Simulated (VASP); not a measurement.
All values below come from r2SCAN meta-GGA, VASP's PBE PAW potentials (set 64) (plane waves; VASP).

Gaps are without spin-orbit coupling.

**Question.** Order these relaxed crystals by band gap, smallest first: HfO2, P4_2/mnm (136); CsPbCl3, R32 (155); LiNbO3, R3c (161); GeTe4Pb3, P4/mmm (123).

**Answer.** GeTe4Pb3, P4/mmm (123) (0.79 eV), CsPbCl3, R32 (155) (2.53 eV), LiNbO3, R3c (161) (3.98 eV), HfO2, P4_2/mnm (136) (4.53 eV)
